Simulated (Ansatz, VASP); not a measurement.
## AlN in two plane-wave programs

One calculation is typed for both programs; each brings its own data sets. How far apart do they land? The cell is taken from a series of runs on this material, whose earlier steps may have relaxed, scaled, displaced or heated it; both programs get it as it stands.

Program: Ansatz 0.2.0. Level of theory: plane waves, with VASP 6.6.1 beside it; single point at LDA. Results are calculated unless marked as measured.

## Step 1: The starting structure

Symmetry: F-43m, No. 216, cubic system. Conventional cell: a = 4.313 Å, b = 4.313 Å, c = 4.313 Å, α = 90.00°, β = 90.00°, γ = 90.00°. Nearest to N lie 4 Al at 1.87 Å. Nearest to Al lie 4 N at 1.87 Å. Farther neighbours and most contacts between anions are not listed.

Coordinates:

```
N Al
1.0
     0.00000    2.15647    2.15647
     2.15647    0.00000    2.15647
     2.15647    2.15647    0.00000
N Al
1 1
Direct
  0.25000 0.25000 0.25000
  0.00000 0.00000 0.00000
```

## Step 2: Ansatz: single point, LDA, pair 1

Ansatz runs on its PAW soft_1 files.

A single point gives forces, pressure and levels at one fixed geometry, so differences don't come from the geometry; what else differs is listed under the comparison.

Input file input.yaml:

```yaml
crystal:
  lattice:
    - [0.0, 2.1564734004, 2.1564734004]
    - [2.1564734004, 0.0, 2.1564734004]
    - [2.1564734004, 2.1564734004, 0.0]
  atoms:
    - { symbol: "N", position: [0.25, 0.25, 0.25] }
    - { symbol: Al, position: [0.0, 0.0, 0.0] }
kpoints:
  mp_grid: { grid: [12, 12, 12] }
hamiltonian:
  xc: lda
  pseudopotentials: { kind: paw, azcp: { folder: soft_1 }, xc_functional: pbe }
scf:
  occupations: { method: fixed }
output:
  forces: true
  stress: true
  eigenvalues: true
```

Launch:

```console
> ansatz run input.yaml --threads 4 --pin off --max-ram 10240MiB --backend cpu --events-out ev --progress --plain --runs-dir out
```

Numbers of over 12 decimals in the logs are rounded to 6 here.

What it wrote:

```text
Engine: ansatz 0.2.0, x86_64-unknown-linux-gnu
Pseudopotentials: kind: paw
Pseudopotential: N, paw, valence charge 5, recommended cutoff 420 eV (normal), soft_1/N.paw.azcp
Pseudopotential: Al, paw, valence charge 3, recommended cutoff 420 eV (normal), soft_1/Al.paw.azcp
Functional definition: SPW92
  exchange = slater_x
  correlation = pw_c
Crystal: 2 atoms, lattice volume = 20.057 Å³
Basis set: ecut = 420 eV, 387 PW (Γ)
Bands: 8, of which v1, the nominal top of the filled ones, is band 4 counted from 1 (3 counted from 0)
Symmetry: 24 space group operations
Space group: F-43m (ITA 216), of the structure as read, at distance tolerance 2.7e-5 Å
k-points: 72 of 1728 (time reversal used)
Non-local potential: N, projectors of the file, l = 0: 2, l = 1: 2, l = 2: 1
Non-local potential: Al, projectors of the file, l = 0: 2, l = 1: 2, l = 2: 1
PAW form: soft (Blöchl's): semilocal exchange-correlation on the pseudo side does not see the compensation charge
PAW frozen core: N, regenerated for the run's functional, and the local potential with it (the file was generated under x = pbe(κ = 0.804, μ = 0.219515), c = pbe(β = 0.066725))
PAW frozen core: Al, regenerated for the run's functional, and the local potential with it (the file was generated under x = pbe(κ = 0.804, μ = 0.219515), c = pbe(β = 0.066725))
PAW one-centre angular grid: N, 110 points (default); XC on 64 Gauss nodes
PAW one-centre angular grid: Al, 110 points (default); XC on 64 Gauss nodes
Initial density: superposition of atomic densities (chi_scale 0.1, normalization cell, long waves kept (reshape's long-wave potential 0.00 eV rms))
Initial wavefunctions: pseudopotential atomic-orbital guess
Functional: x = slater, c = lda
SCF iter   1: F=—  HF=-891.376487 eV  |F-HF|=—  |Δ(HF+E_count)|=         —  Δρ=1.41e-1  dr2=4.75e0  ethr=3.10e-3  ⟨swp⟩=4.1  Hψ=3770  notcnv=0  defer=2
preconditioner: auto → none  [insulator: Δε(μ)=5.677 eV  Ē_g=16.831 eV  n_scr=0 (ndim 8)  ℏωp=23.5 eV  f_vac=0.000  ε∞_Penn≈2.9]
SCF iter   2: F=—  HF=-890.047007 eV  |F-HF|=—  |Δ(HF+E_count)|=    1.33e0  Δρ=7.74e-2  dr2=7.20e-1  ethr=3.10e-3  ⟨swp⟩=2.8  Hψ=1803  notcnv=0  defer=102
SCF iter   3: F=—  HF=-889.826437 eV  |F-HF|=—  |Δ(HF+E_count)|=   2.21e-1  Δρ=2.23e-2  dr2=5.07e-2  ethr=3.10e-3  ⟨swp⟩=2.3  Hψ=1237  notcnv=0  defer=127
SCF iter   4: F=—  HF=-889.805732 eV  |F-HF|=—  |Δ(HF+E_count)|=   2.07e-2  Δρ=8.25e-4  dr2=4.39e-5  ethr=6.34e-4  ⟨swp⟩=2.0  Hψ=789  notcnv=0  defer=142
SCF iter   5: F=—  HF=-889.805703 eV  |F-HF|=—  |Δ(HF+E_count)|=   2.98e-5  Δρ=2.59e-4  dr2=5.07e-6  ethr=5.49e-7  ⟨swp⟩=2.0  Hψ=865  notcnv=0  defer=139
SCF iter   6: F=-889.805700 eV  HF=-889.805700 eV  |F-HF|=3.09e-8  |Δ(HF+E_count)|=   3.02e-6  Δρ=2.62e-5  dr2=6.57e-8  ethr=1.25e-9  ⟨swp⟩=4.3  Hψ=3225  notcnv=0
SCF 1 converged in 6 iterations: F = -889.805700 eV  dr2 = 6.57e-8
  greatest PAW one-centre occupation: 0.784 electrons in one spin orbital (limit 2), on the N atom at site 0 (counted from 0), in its partial waves of l = 0
SCF converged after 6 iterations
Free energy (F): -889.805700 eV
Harris-Foulkes:  -889.805700 eV  (|F-HF|=3.09e-8)
Internal energy: -889.805700 eV  (E = F + TS)
E sigma→0 (E₀):  -889.805700 eV
Fermi energy:    7.071582 eV
--- Per-component energies (eV) ---
  E_band       = 15.954404
  E_kinetic    = 157.669139
  E_local      = -206.151051  (includes V_loc(G=0)·N_el)
  E_nonlocal   = 46.953385
  E_hartree    = 75.191062
  E_xc         = -98.396671
  E_vxc        = -107.163917  (∫ρ·V_xc dr)
  E_paw        = -564.819475  (= ΣΔE_a)
  E_vpaw       = -25.738446  (= ΣTr[D̂ρ^β])
  E_aug_tail   = 0.000859  (compensation charges beyond the density's cutoff)
  E_ewald      = -300.388706
  E_core_change = 0.135761  (= ΣΔE_core)
  E_smearing   = -0.000000  (= −TS)
  E_closure    = -0.000000  (closes the sum)
  Σ components = -889.805700   (vs F -889.805700, Δ=0.00e0)
--- Forces (eV/Å), atoms counted from 1 ---
  atom   1  N     -0.00000000     0.00000000    -0.00000000
  atom   2  Al     0.00000000    -0.00000000     0.00000000
  max |Σ_I F_I| component: 1.57e-16 eV/Å
--- Stress (GPa, compression-positive) ---
        4.422558      -0.000000      -0.000000
        0.000000       4.422558       0.000000
       -0.000000       0.000000       4.422558
  P = ⅓ Tr σ = 4.4226 GPa (44.226 kbar)
--- Band table (eV; the first three rows and the last of 72) ---
  k-point 0: bands = ["-7.9628", "7.0716", "7.0716", "7.0716", "11.6410", "19.8028", "19.8028", "19.8028"]
  k-point 1: bands = ["-7.8543", "6.4886", "7.0347", "7.0347", "12.1065", "19.5273", "19.9061", "19.9061"]
  k-point 2: bands = ["-7.5390", "5.2094", "6.9375", "6.9375", "13.0157", "18.9008", "19.9578", "19.9578"]
  k-point 71: bands = ["-4.9752", "3.2164", "3.4733", "4.2717", "13.1202", "18.5273", "19.2721", "19.5910"]
```

The run ends at a pressure of 4.42 GPa.

## Step 3: VASP: single point, LDA, pair 1

The same cell, functional (in two slightly different forms) and mesh now go to VASP, with its own data sets.

Lines of VASP's logs that name or quote its potential files are left out, and so is its time.

Input file INCAR:

```
SYSTEM = AlN
PREC = Accurate
ENCUT = 600
EDIFF = 1E-06
NELM = 120
ISMEAR = 0
SIGMA = 0.01
LREAL = .FALSE.
ALGO = Normal
GGA = PW92
NBANDS = 10
LORBIT = 11
LWAVE = .FALSE.
LCHARG = .FALSE.
ISIF = 2
LASPH = .TRUE.
GGA_COMPAT = .FALSE.
EFERMI = MIDGAP
```

Input file POSCAR:

```
AlN
1.0
    0.0000000000      2.1564734004      2.1564734004
    2.1564734004      0.0000000000      2.1564734004
    2.1564734004      2.1564734004      0.0000000000
N Al
1 1
Direct
    0.2500000000      0.2500000000      0.2500000000
    0.0000000000      0.0000000000      0.0000000000
```

Input file KPOINTS:

```
Automatic mesh
0
Gamma
12 12 12
0 0 0
```

PAW data sets: N and Al (LDA family, release 64).

Launch:

```console
> mpirun -np 1 vasp_std
```

What it wrote:

```text
[banner, memory and clock lines left out]
running    1 mpi-ranks, on    1 nodes
 distrk:  each k-point on    1 cores,    1 groups
 distr:  one band on    1 cores,    1 groups

 POSCAR found type information on POSCAR N Al
 POSCAR found :  2 types and       2 ions
|                                                                             |
|               ----> ADVICE to this user running VASP <----                  |
|                                                                             |
|     You enforced a specific xc type in the INCAR file but a different       |
|     [... a line on the potential file left out ...]
|     I HOPE YOU KNOW WHAT YOU ARE DOING!                                     |
|                                                                             |

 LDA part: xc-table for (Slater(with rela. corr.)+PW92), standard interpolation
 POSCAR, INCAR and KPOINTS ok, starting setup
 FFT: planning ... GRIDC
 FFT: planning ... GRID_SOFT
 FFT: planning ... GRID
 WAVECAR not read
 entering main loop
       N       E                     dE             d eps       ncg     rms          rms(c)
DAV:   1     0.125272373297E+02    0.12527E+02   -0.43779E+03  1472   0.760E+02
DAV:   2    -0.180881993188E+02   -0.30615E+02   -0.29749E+02  1772   0.143E+02
DAV:   3    -0.190014275866E+02   -0.91323E+00   -0.91174E+00  1660   0.237E+01
DAV:   4    -0.190053982091E+02   -0.39706E-02   -0.39705E-02  1632   0.187E+00
DAV:   5    -0.190054314925E+02   -0.33283E-04   -0.33283E-04  1642   0.163E-01    0.887E+00
DAV:   6    -0.164558477427E+02    0.25496E+01   -0.13259E+01  1502   0.195E+01    0.302E+00
DAV:   7    -0.164081290943E+02    0.47719E-01   -0.10060E-01  1608   0.276E+00    0.196E+00
DAV:   8    -0.163793549876E+02    0.28774E-01   -0.27379E-02  1510   0.161E+00    0.352E-01
DAV:   9    -0.163790860736E+02    0.26891E-03   -0.10461E-03  1636   0.222E-01    0.181E-01
DAV:  10    -0.163791067763E+02   -0.20703E-04   -0.49736E-05  1578   0.535E-02    0.390E-02
DAV:  11    -0.163791058044E+02    0.97196E-06   -0.12033E-06  1516   0.757E-03
   1 F= -.16379106E+02 E0= -.16379106E+02  d E =0.000000E+00
```

From OUTCAR (step 3):

```text
ion  position               nearest neighbor table
   1  0.250  0.250  0.250-   2 1.87   2 1.87   2 1.87   2 1.87
   2  0.000  0.000  0.000-   1 1.87   1 1.87   1 1.87   1 1.87

  LATTYP: Found a face centered cubic cell.
 ALAT       =     4.3129468008

 Subroutine GETGRP returns: Found 24 space group operations
 (whereof 24 operations were pure point group operations)

The static configuration has the point symmetry T_d .

 Found     72 irreducible k-points:

   k-points           NKPTS =     72   k-points in BZ     NKDIM =     72   number of bands    NBANDS=     10

   dimension x,y,z NGX =    24 NGY =   24 NGZ =   24
   dimension x,y,z NGXF=    48 NGYF=   48 NGZF=   48

   ENCUT  =  600.0 eV  44.10 Ry    6.64 a.u.   6.09  6.09  6.09*2*pi/ulx,y,z

   NELECT =       8.0000    total number of electrons

 k-points in reciprocal lattice and weights: Automatic mesh
   0.00000000  0.00000000  0.00000000       0.001
   0.08333333  0.00000000  0.00000000       0.005
   0.16666667  0.00000000  0.00000000       0.005
   0.25000000  0.00000000  0.00000000       0.005
   0.33333333  0.00000000  0.00000000       0.005
   0.41666667  0.00000000  0.00000000       0.005
   0.50000000  0.00000000  0.00000000       0.002
   0.08333333  0.08333333  0.00000000       0.003
   0.16666667  0.08333333  0.00000000       0.014
[...]
-0.33333333  0.50000000  0.16666667       0.007
  -0.25000000  0.50000000  0.25000000       0.003

 average (electrostatic) potential at core
       1 -59.4806       2 -69.4016

 E-fermi :   7.6961

 k-point     1 :       0.0000    0.0000    0.0000
  band No.  band energies     occupation
      1      -8.9738      2.00000
      2       6.0734      2.00000
      3       6.0734      2.00000
      4       6.0734      2.00000
      5      10.6552      0.00000
      6      18.7887      0.00000
      7      18.7887      0.00000
      8      18.7887      0.00000
      9      23.9048      0.00000
    ...

 k-point     2 :       0.0833    0.0000    0.0000
  band No.  band energies     occupation
      1      -8.8651      2.00000
      2       5.4898      2.00000
      3       6.0362      2.00000
      4       6.0362      2.00000
      5      11.1189      0.00000
      6      18.5138      0.00000
      7      18.8932      0.00000
      8      18.8932      0.00000
      9      22.8543      0.00000
    ...

 k-point     3 :       0.1667    0.0000    0.0000
  band No.  band energies     occupation
      1      -8.5490      2.00000
      2       4.2086      2.00000
      3       5.9385      2.00000
      4       5.9385      2.00000
      5      12.0247      0.00000
      6      17.8891      0.00000
      7      18.9506      0.00000
      8      18.9506      0.00000
      9      22.0723      0.00000
    ...

  Total        0.6064535      0.6064535      0.6064535      0.0000000      0.0000000     -0.0000000
  in kB       48.4446447     48.4446447     48.4446447      0.0000000      0.0000000     -0.0000000
  external PRESSURE =      48.4446447 kB  Pullay stress =       0.0000000 kB

  energy-cutoff  :      600.00
  volume of cell :       20.06
      direct lattice vectors                 reciprocal lattice vectors
     0.000000000  2.156473400  2.156473400    -0.231860036  0.231860036  0.231860036
     2.156473400  0.000000000  2.156473400     0.231860036 -0.231860036  0.231860036
     2.156473400  2.156473400  0.000000000     0.231860036  0.231860036 -0.231860036

 POSITION                                       TOTAL-FORCE (eV/Angst)
 -----------------------------------------------------------------------------------
      1.07824      1.07824      1.07824         0.000000     -0.000000      0.000000
      0.00000      0.00000      0.00000        -0.000000      0.000000     -0.000000
 -----------------------------------------------------------------------------------
    total drift:                               -0.000000     -0.000000     -0.000000

  FREE ENERGIE OF THE ION-ELECTRON SYSTEM (eV)
  ---------------------------------------------------
  free  energy   TOTEN  =       -16.3791058044 eV

  energy  without entropy=      -16.3791058044  energy(sigma->0) =      -16.37910580

 total charge
# of ion       s       p       d       tot
------------------------------------------
    1        1.211   2.637   0.000   3.848
    2        0.383   0.478   0.000   0.861
--------------------------------------------------
tot          1.593   3.115   0.000   4.709

[... 3 further parts left out ...]
```

The run ends at a pressure of 4.84 GPa.

## Step 4: Differences

Known differences besides the potentials themselves: fixed occupations in Ansatz, narrow Gaussian smearing in VASP; the cutoff is 420 eV in Ansatz and 600 eV in VASP; VASP's log shows a relativistic correction to its local exchange, Ansatz's none. Total energies have different zeros and are not compared.

Compared:

```csv
quantity,Ansatz,VASP,difference
pressure (GPa),4.42,4.84,-0.42
gap on the k mesh (eV),3.258,3.245,+0.013
```

A gap on the mesh is an upper bound, since the band edges may lie between its points.

## Step 5: VASP: single point, LDA, pair 2

With cell and atoms fixed, the geometry can't cause a difference; cores, projectors, grids and the points listed under the comparison can. The cell compared in this pair holds 19.65 Å³, against 20.06 Å³ for the pair before.

INCAR is that of step 3.

Input file POSCAR:

```
AlN
1.0
    0.0000000000      2.1417025711      2.1417025711
    2.1417025711      0.0000000000      2.1417025711
    2.1417025711      2.1417025711      0.0000000000
N Al
1 1
Direct
    0.2500000000      0.2500000000      0.2500000000
    0.0000000000      0.0000000000      0.0000000000
```

KPOINTS is that of step 3.

Launch:

```console
> mpirun -np 1 vasp_std
```

What it wrote:

```text
[banner, memory and clock lines left out]
running    1 mpi-ranks, on    1 nodes
[...]
[... a notice as in an earlier step ...]

 LDA part: xc-table for (Slater(with rela. corr.)+PW92), standard interpolation
 POSCAR, INCAR and KPOINTS ok, starting setup
[...]
entering main loop
       N       E                     dE             d eps       ncg     rms          rms(c)
DAV:   1     0.112310838178E+02    0.11231E+02   -0.43552E+03  1480   0.760E+02
DAV:   2    -0.181993708275E+02   -0.29430E+02   -0.28049E+02  1740   0.140E+02
DAV:   3    -0.190318616192E+02   -0.83249E+00   -0.83141E+00  1702   0.226E+01
DAV:   4    -0.190353977065E+02   -0.35361E-02   -0.35360E-02  1632   0.175E+00
[...]
DAV:   9    -0.163600288265E+02    0.24766E-03   -0.99911E-04  1628   0.218E-01    0.182E-01
DAV:  10    -0.163600494012E+02   -0.20575E-04   -0.46273E-05  1572   0.511E-02    0.379E-02
DAV:  11    -0.163600485461E+02    0.85517E-06   -0.12031E-06  1490   0.730E-03
   1 F= -.16360049E+02 E0= -.16360049E+02  d E =0.000000E+00
```

From OUTCAR (step 5):

```text
  Total        1.2008907      1.2008907      1.2008907      0.0000000      0.0000000      0.0000000
  in kB       97.9279347     97.9279347     97.9279347      0.0000000      0.0000000      0.0000000
  external PRESSURE =      97.9279347 kB  Pullay stress =       0.0000000 kB

 POSITION                                       TOTAL-FORCE (eV/Angst)
 -----------------------------------------------------------------------------------
      1.07085      1.07085      1.07085        -0.000000     -0.000000     -0.000000
      0.00000      0.00000      0.00000         0.000000      0.000000      0.000000
 -----------------------------------------------------------------------------------
    total drift:                               -0.000000     -0.000000     -0.000000

  FREE ENERGIE OF THE ION-ELECTRON SYSTEM (eV)
  ---------------------------------------------------
  free  energy   TOTEN  =       -16.3600485461 eV

  energy  without entropy=      -16.3600485461  energy(sigma->0) =      -16.36004855

[... 1 part as in an earlier step ...]

[... 2 further parts left out ...]
[key lines of the parts left out:]
E-fermi :   7.9027
```

The run ends at a pressure of 9.79 GPa.

(Continued in part 2 of 2.)

[Lines on the potential files, build, host, timing and source positions are cut from VASP's logs without a mark.]

[Logs are printed without paths, hosts, clocks, repeated set-up lines and the standing remarks that a program may print on its own settings, such as how far it seeks lower states.]

[Hosts, paths, dates, database ids (printed as entryN), source tags and the programs' standing remarks are cut or masked in the printed files.]
